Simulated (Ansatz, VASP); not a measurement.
# PtCl4: VASP beside Ansatz

```
CELL_PARAMETERS angstrom
4.99830 0.00000 0.00000
0.00000 4.99830 0.00000
0.00000 0.00000 4.99830
ATOMIC_POSITIONS crystal
Pt 0.50000 0.50000 0.50000
Cl 0.00000 0.00000 0.00000
Cl 0.50000 0.00000 0.00000
Cl 0.00000 0.50000 0.00000
Cl 0.00000 0.00000 0.50000
```

Alike in both runs: functional PBE; k mesh 4 × 4 × 4; occupations gaussian, width 0.1 eV; no spin polarisation.

Ansatz relaxed the structure, and its values are those at the end. VASP's run is a single point on that final structure, the one shown.

|  | VASP | Ansatz |
| --- | --- | --- |
| version | VASP 6.6.1 | Ansatz 0.2.0 |
| potentials or method | VASP PAW PBE potentials, release 64 (Pt, Cl) | scalar-relativistic, plane waves, PAW |
| plane-wave cutoff (eV) | 520 | 420 |
| valence electrons in the cell | 38 | 46 |

```csv
,VASP,Ansatz,Ansatz less VASP
gap on the k mesh at the Fermi level (eV),none,none,-
pressure (GPa),-0.1,0.0,+0.10
```

A gap of «none» marks a metal or a gap that the smearing closes. With one functional, cell and mesh, what is left measures potentials, basis and numerics. The two sets of potentials don't hold the same shells in valence.

The runs have no spin-orbit coupling, so splittings on Pt are missing.
